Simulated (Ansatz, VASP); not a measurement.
## MnO (Manganosite) in two plane-wave programs

One calculation is typed for both programs; each brings its own data sets and cutoff. How far apart do they land? The cell is taken from a series of VASP runs on this material, whose earlier steps may have relaxed, scaled or displaced it; both programs get it as it stands.

Main program and level: Ansatz 0.2.0; plane waves, with VASP 6.6.1 beside it; relaxation of cell and atoms at r2SCAN, DFT+U.

## 1. The structure

The structure is cubic, space group Fm-3m (No. 225). Conventional cell: a = 4.476 Å, b = 4.476 Å, c = 4.476 Å, α = 90.00°, β = 90.00°, γ = 90.00°. Mn has 6 O at 2.24 Å nearest. Nearest to O lie 6 Mn at 2.24 Å. Farther neighbours and most contacts between anions are not listed.

## 2. Ansatz: relaxation of cell and atoms, r2SCAN, DFT+U

Ansatz runs on its default PAW (the set named soft_2) files.

The relaxed volume is the usual yardstick between codes: its relative difference is about their pressure difference at one cell divided by the bulk modulus.

input.yaml reads:

```yaml
crystal:
  lattice:
    - [0.0, 2.2381439467, 2.2381439467]
    - [2.2381439467, 0.0, 2.2381439467]
    - [2.2381439467, 2.2381439467, 0.0]
  atoms:
    - { symbol: Mn, position: [0.0, 0.0, 0.0], spin: 4.0 }
    - { symbol: O, position: [0.5, 0.5, 0.5] }
hamiltonian:
  xc: r2scan
  pseudopotentials: { kind: paw }
  hubbard: { sites: [{ species: Mn, l: d, u_eff: 3.9 }] }
magnetization:
  spin_polarized: true
kpoints:
  mp_grid: { grid: [12, 12, 12] }
scf:
  occupations: { method: gaussian, width: 0.03 }
relax:
  f_tol: 0.01
  max_steps: 60
  cell: { stress_tol: 0.05 }
output:
  forces: true
  stress: true
  write_density: true
  write_potential: true
  elf: true
  volumetric_format: npy
```

Launch:

```bash
$ ansatz run input.yaml --threads 4 --pin off --max-ram 9216MiB --backend cpu --events-out ev --progress --plain --runs-dir out
```

Numbers of over 12 decimals in the logs are rounded to 6 here.

The log of the run:

```text
Mn: projections on atomic orbitals take those of the free atom [Ne] 3s2 3p6 3d5 4s2, of charge +0.00 (hamiltonian.pseudopotentials.projection_atoms); the dataset's partial waves leave at most 9.0e-7 of an orbital's norm unspanned inside its sphere
O: projections on atomic orbitals take those of the free atom [He] 2s2 2p4, of charge +0.00 (hamiltonian.pseudopotentials.projection_atoms); the dataset's partial waves leave at most 1.9e-8 of an orbital's norm unspanned inside its sphere
Engine: ansatz 0.2.0, aarch64-unknown-linux-gnu
Pseudopotentials: kind: paw
Pseudopotential: Mn, paw, valence charge 15, recommended cutoff 500 eV (meta_gga), Mn.paw.azcp
Pseudopotential: O, paw, valence charge 6, recommended cutoff 500 eV (meta_gga), O.paw.azcp
Functional definition: r2SCAN
  parameter k0 = 0.174
  parameter k1 = 0.065
  parameter a1 = 4.9479
  exchange = r2scan_x(k0 = k0, k1 = k1, a1 = a1)
  correlation = r2scan_c
Crystal: 2 atoms, lattice volume = 22.423 Å³
Basis set: ecut = 500 eV, 537 PW (Γ), exchange–correlation on 96×96×96 points (64 copies of the dense FFT grid, shifted against one another)
Bands: 17, of which v1, the nominal top of the filled ones, is band 11 counted from 1 (10 counted from 0)
Symmetry: 48 space group operations
Space group: Fm-3m (ITA 225), of the structure as read, at distance tolerance 2.8e-5 Å
Magnetic group: BNS 225.116 (UNI 1618), of the structure as read, at distance tolerance 2.8e-5 Å
k-points: 72 of 1728
Non-local potential: Mn, projectors of the file, l = 0: 3, l = 1: 2, l = 2: 3, l = 3: 1
Non-local potential: O, projectors of the file, l = 0: 2, l = 1: 2, l = 2: 1
PAW form: soft (Blöchl's): semilocal exchange-correlation on the pseudo side does not see the compensation charge
PAW frozen core: Mn, regenerated for the run's functional (the file was generated under x = pbe(κ = 0.804, μ = 0.219515), c = pbe(β = 0.066725))
PAW frozen core: O, regenerated for the run's functional (the file was generated under x = pbe(κ = 0.804, μ = 0.219515), c = pbe(β = 0.066725))
PAW one-centre angular grid: Mn, 590 points (default); XC on 160 Gauss nodes
PAW one-centre angular grid: O, 302 points (default); XC on 160 Gauss nodes
Initial density: superposition of atomic densities (chi_scale 0.1, normalization cell, long waves kept (reshape's long-wave potential 0.00 eV rms))
Starting moments: Σ|m| = 4 μB on 1 of 2 sites
Initial wavefunctions: pseudopotential atomic-orbital guess
Functional: x = r2scan, c = r2scan; τ floored in thin density (d = 2e-4 eV/Å³)
SCF iter   1: F=—  HF=-4473.597086 eV  |F-HF|=—  |Δ(HF+E_count)|=         —  Δρ=1.64e-1 (↑1.64e-1 ↓6.18e-2)  dr2=4.52e0  dr2_τ=2.51e-2  dr2_m=1.82e0  M=5.000 μB ∫|m|=5.000 μB  β_m=1.00  ethr=3.10e-3  ⟨swp⟩=4.2  Hψ=10178  notcnv=0
preconditioner: auto → none  [insulator: Δε(μ)=0.068 eV  Ē_g=14.556 eV  σ=0.030 eV  W_gap=0.88  n_scr=8 (ndim 8)  ℏωp=28.3 eV  f_vac=0.000  D(μ)=0.03/eV (n_scr^D=0)  ε∞_Penn≈4.8]
SCF iter   2: F=—  HF=-4472.516064 eV  |F-HF|=—  |Δ(HF+E_count)|=    1.08e0  Δρ=2.86e-2 (↑2.86e-2 ↓2.27e-2)  dr2=4.23e-1  dr2_τ=2.59e-2  dr2_m=3.12e-2  M=5.000 μB ∫|m|=5.000 μB  β_m=1.00  ethr=3.10e-3  ⟨swp⟩=2.9  Hψ=6175  notcnv=0  defer=216  κ⁻¹=1.0e0(r=1)
SCF iter   3: F=—  HF=-4472.763120 eV  |F-HF|=—  |Δ(HF+E_count)|=   2.47e-1  Δρ=1.39e-2 (↑1.39e-2 ↓1.16e-2)  dr2=1.03e-1  dr2_τ=3.41e-3  dr2_m=1.46e-3  M=5.000 μB ∫|m|=5.000 μB  β_m=1.00  ethr=2.01e-3  ⟨swp⟩=2.0  Hψ=3738  notcnv=0  defer=216  κ⁻¹=3.3e-2(r=2)
SCF iter   4: F=—  HF=-4472.936250 eV  |F-HF|=—  |Δ(HF+E_count)|=   1.73e-1  Δρ=7.11e-3 (↑7.11e-3 ↓5.72e-3)  dr2=1.32e-2  dr2_τ=8.21e-4  dr2_m=3.87e-4  M=5.000 μB ∫|m|=5.000 μB  β_m=1.00  ethr=4.92e-4  ⟨swp⟩=2.6  Hψ=4596  notcnv=0  defer=216
Mixer restart at iter 4: flushing history
spin-set hold released at iteration 4 (site moments contracting): the magnetisation degrees of freedom join the quasi-Newton model from the next iteration; the mixer history was flushed
SCF iter   5: F=—  HF=-4473.015965 eV  |F-HF|=—  |Δ(HF+E_count)|=   7.97e-2  Δρ=4.38e-3 (↑4.38e-3 ↓3.91e-3)  dr2=6.62e-3  dr2_τ=2.40e-4  dr2_m=1.51e-4  M=5.000 μB ∫|m|=5.000 μB  β_m=1.00  ethr=6.30e-5  ⟨swp⟩=2.0  Hψ=4459  notcnv=0  defer=216  κ⁻¹=1.0e0(r=1)
SCF iter   6: F=—  HF=-4473.086336 eV  |F-HF|=—  |Δ(HF+E_count)|=   7.04e-2  Δρ=1.57e-3 (↑1.57e-3 ↓1.30e-3)  dr2=8.57e-4  dr2_τ=6.07e-5  dr2_m=3.34e-5  M=5.000 μB ∫|m|=5.000 μB  β_m=1.00  ethr=3.15e-5  ⟨swp⟩=2.4  Hψ=4548  notcnv=0  defer=216  κ⁻¹=1.6e-1(r=2)
SCF iter   7: F=—  HF=-4473.096495 eV  |F-HF|=—  |Δ(HF+E_count)|=   1.02e-2  Δρ=3.14e-4 (↑2.37e-4 ↓3.14e-4)  dr2=2.61e-5  dr2_τ=3.58e-6  dr2_m=1.62e-6  M=5.000 μB ∫|m|=5.000 μB  β_m=1.00  ethr=4.08e-6  ⟨swp⟩=2.2  Hψ=4415  notcnv=0  defer=216  κ⁻¹=1.7e-2(r=3)
SCF iter   8: F=—  HF=-4473.096709 eV  |F-HF|=—  |Δ(HF+E_count)|=   2.14e-4  Δρ=1.31e-4 (↑1.19e-4 ↓1.31e-4)  dr2=7.58e-6  dr2_τ=4.69e-7  dr2_m=3.30e-7  M=5.000 μB ∫|m|=5.000 μB  β_m=1.00  ethr=1.24e-7  ⟨swp⟩=2.0  Hψ=4377  notcnv=0  defer=216  κ⁻¹=1.1e-3(r=4)
[...]
SCF iter   4: F=-4473.086417 eV  HF=-4472.750775 eV  |F-HF|=3.36e-1  |Δ(HF+E_count)|=   3.99e-1  Δρ=7.39e-3 (↑7.39e-3 ↓5.89e-3)  dr2=1.46e-2  dr2_τ=8.92e-4  dr2_m=4.60e-4  M=5.000 μB ∫|m|=5.000 μB  β_m=1.20  ethr=4.96e-4  ⟨swp⟩=2.4  Hψ=4495  notcnv=0  defer=214
Mixer restart at iter 4: flushing history
spin-set hold released at iteration 4 (site moments contracting): the magnetisation degrees of freedom join the quasi-Newton model from the next iteration; the mixer history was flushed
SCF iter   5: F=-4473.092764 eV  HF=-4472.927652 eV  |F-HF|=1.65e-1  |Δ(HF+E_count)|=   1.77e-1  Δρ=4.39e-3 (↑4.39e-3 ↓3.97e-3)  dr2=7.12e-3  dr2_τ=2.55e-4  dr2_m=6.92e-5  M=5.000 μB ∫|m|=5.000 μB  β_m=1.20  ethr=6.95e-5  ⟨swp⟩=2.0  Hψ=4474  notcnv=0  defer=214  κ⁻¹=1.0e0(r=1)
SCF iter   6: F=-4473.096933 eV  HF=-4473.074797 eV  |F-HF|=2.21e-2  |Δ(HF+E_count)|=   1.47e-1  Δρ=1.74e-3 (↑1.74e-3 ↓1.46e-3)  dr2=1.09e-3  dr2_τ=7.30e-5  dr2_m=1.82e-5  M=5.000 μB ∫|m|=5.000 μB  β_m=1.20  ethr=3.39e-5  ⟨swp⟩=2.2  Hψ=4505  notcnv=0  defer=214  κ⁻¹=2.3e-1(r=2)
SCF iter   7: F=-4473.097593 eV  HF=-4473.097559 eV  |F-HF|=3.46e-5  |Δ(HF+E_count)|=   2.28e-2  Δρ=4.91e-4 (↑1.99e-4 ↓4.91e-4)  dr2=2.93e-5  dr2_τ=4.51e-6  dr2_m=1.06e-5  M=5.000 μB ∫|m|=5.000 μB  β_m=1.20  ethr=5.21e-6  ⟨swp⟩=2.2  Hψ=4504  notcnv=0  defer=214  κ⁻¹=1.5e-2(r=3)
SCF iter   8: F=-4473.097628 eV  HF=-4473.097615 eV  |F-HF|=1.32e-5  |Δ(HF+E_count)|=   5.65e-5  Δρ=1.46e-4 (↑1.42e-4 ↓1.46e-4)  dr2=1.11e-5  dr2_τ=4.39e-7  dr2_m=3.03e-7  M=5.000 μB ∫|m|=5.000 μB  β_m=1.20  ethr=1.40e-7  ⟨swp⟩=2.0  Hψ=4342  notcnv=0  defer=214  κ⁻¹=2.5e-3(r=4)
SCF iter   9: F=-4473.097634 eV  HF=-4473.097622 eV  |F-HF|=1.20e-5  |Δ(HF+E_count)|=   7.39e-6  Δρ=1.03e-4 (↑1.03e-4 ↓9.28e-5)  dr2=5.78e-6  dr2_τ=1.52e-7  dr2_m=1.11e-7  M=5.000 μB ∫|m|=5.000 μB  β_m=1.20  ethr=5.27e-8  ⟨swp⟩=2.4  Hψ=3255  notcnv=0  defer=214  κ⁻¹=1.3e-4(r=5)
SCF iter  10: F=-4473.097638 eV  HF=-4473.097636 eV  |F-HF|=2.19e-6  |Δ(HF+E_count)|=   1.37e-5  Δρ=2.74e-5 (↑2.65e-5 ↓2.74e-5)  dr2=1.97e-7  dr2_τ=1.33e-8  dr2_m=4.76e-8  M=5.000 μB ∫|m|=5.000 μB  β_m=1.20  ethr=2.75e-8  ⟨swp⟩=2.0  Hψ=3746  notcnv=0  defer=214  κ⁻¹=3.2e-5(r=6)
SCF iter  11: F=-4473.097639 eV  HF=-4473.097638 eV  |F-HF|=5.32e-7  |Δ(HF+E_count)|=   1.96e-6  Δρ=7.97e-6 (↑7.97e-6 ↓7.67e-6)  dr2=1.62e-8  dr2_τ=1.45e-9  dr2_m=5.33e-10  M=5.000 μB ∫|m|=5.000 μB  β_m=1.20  ethr=4.76e-10  ⟨swp⟩=2.9  Hψ=5080  notcnv=0  κ⁻¹=4.8e-6(r=7)
SCF iter  12: F=-4473.097639 eV  HF=-4473.097638 eV  |F-HF|=1.83e-7  |Δ(HF+E_count)|=   3.90e-7  Δρ=5.95e-6 (↑4.90e-6 ↓5.95e-6)  dr2=6.30e-9  dr2_τ=5.90e-10  dr2_m=1.16e-9  M=5.000 μB ∫|m|=5.000 μB  β_m=1.20  ethr=7.73e-11  ⟨swp⟩=2.9  Hψ=5002  notcnv=0  κ⁻¹=2.0e-7(r=8)
SCF iter  13: F=-4473.097639 eV  HF=-4473.097639 eV  |F-HF|=1.01e-8  |Δ(HF+E_count)|=   1.94e-7  Δρ=7.09e-7 (↑7.00e-7 ↓7.09e-7)  dr2=2.37e-10  dr2_τ=1.28e-11  dr2_m=1.57e-11  M=5.000 μB ∫|m|=5.000 μB  ethr=3.00e-11  ⟨swp⟩=3.0  Hψ=6001  notcnv=0
SCF 1 converged in 13 iterations: F = -4473.097639 eV  dr2 = 2.37e-10
SCF converged after 7 iterations
Stability not checked: this state was not tested for a lower state beside it, because the mixer in use, unlike msr1, does not test its closes by its own steps (another_mixer; see scf.mixing.algorithm and scf.lower_state_search)
Magnetization: 5.0000 μB (13.0000 up, 8.0000 down)
Absolute magnetization: 5.0000 μB (∫|ρ↑−ρ↓|, with the PAW one-centre terms)
Spin contamination: 0.0054 ħ² per cell (⟨S²⟩ above its minimum at these occupations)
Per-site moments (μB) at R_I (Å): [(4.355443, 0.925789), (0.163211, 0.925789)]
Free energy (F): -4473.097639 eV
Harris-Foulkes:  -4473.097639 eV  (|F-HF|=5.82e-11)
Internal energy: -4473.097639 eV  (E = F + TS)
E sigma→0 (E₀):  -4473.097639 eV
Fermi energy:    12.129812 eV
--- Per-component energies (eV) ---
  E_band       = -289.523730
  E_kinetic    = 474.192227
  E_local      = -2269.096041  (includes V_loc(G=0)·N_el)
  E_nonlocal   = 305.739277
  E_hartree    = 910.200401
  E_xc         = -180.179789
  E_vxc        = -262.578118  (∫ρ·V_xc dr)
  E_hubbard    = 0.441780  (on-site DFT+U / exact-exchange correction)
  E_vhub       = -9.290146  (the Hubbard potential's part of the band-sum identity)
  E_paw        = -1480.031685  (= ΣΔE_a)
  E_vpaw       = -366.437725  (= ΣTr[D̂ρ^β])
  E_aug_tail   = 0.000966  (compensation charges beyond the density's cutoff)
  E_vtau       = 17.545000  (kinetic-family band-sum trace: ∫τ·v_τ [+ j·A + Jᵃ·Aᵃ] dr)
  E_ewald      = -2234.049789
  E_core_change = -0.314984  (= ΣΔE_core)
  E_smearing   = -0.000000  (= −TS)
  E_closure    = 0.000000  (closes the sum)
  Σ components = -4473.097639   (vs F -4473.097639, Δ=0.00e0)
--- Forces (eV/Å), atoms counted from 1 ---
  atom   1  Mn    -0.00000000     0.00000000    -0.00000000
  atom   2  O      0.00000000    -0.00000000     0.00000000
  max |Σ_I F_I| component: 7.05e-29 eV/Å
--- Stress (GPa, compression-positive) ---
        0.005048      -0.000000      -0.000000
       -0.000000       0.005048      -0.000000
        0.000000      -0.000000       0.005048
  P = ⅓ Tr σ = 0.0050 GPa (0.050 kbar)
--- Band table (eV; the first three rows and the last of 144) ---
  k-point 0 ↑: bands = [... 7 lower, 6.9746, 7.4501, 7.4501, 9.2390, 9.2390, 9.2390, 12.4773, 27.2950, ... 2 higher]
  k-point 1 ↑: bands = [... 7 lower, 6.9531, 7.2500, 7.2500, 8.9172, 9.5385, 9.5385, 13.0043, 26.3529, ... 2 higher]
  k-point 2 ↑: bands = [... 7 lower, 6.5803, 7.2368, 7.2368, 8.5371, 10.1418, 10.1418, 14.0885, 24.6623, ... 2 higher]
  k-point 71 ↓: bands = [... 7 lower, 7.9080, 16.7123, 16.7123, 17.5493, 18.0979, 18.2244, 22.6741, 23.3820, ... 2 higher]
--- Relaxed structure (3 steps of the walk, 3 accepted, 1 SCFs on fresh bases) ---
  F+E_penalty+E_count = -4473.09763868 eV   max|allowed force component| = 4.049e-29 eV/Å   (the final SCF, on the basis selected at the relaxed cell)
  cell:  # Å, volume = 22.6097 Å³
    - [0, 2.244337, 2.244337]
    - [2.244337, 0, 2.244337]
    - [2.244337, 2.244337, 0]
  atoms:
    - { symbol: Mn, position: [0, 0, 0] }
    - { symbol: O, position: [0.500000, 0.500000, 0.500000] }
```

Wall time 19 s (4 threads of Arm Neoverse N1, shared host); peak memory 0.44 GiB.

[end of part 1 of 2]

[Lines on the potential files, build, host, timing and source positions are cut from VASP's logs without a mark.]

[Logs are printed without paths, hosts, clocks, repeated set-up lines and the standing remarks that a program may print on its own settings, such as how far it seeks lower states.]

[Hosts, paths, dates, database ids (printed as entryN), source tags and the programs' standing remarks are cut or masked in the printed files.]
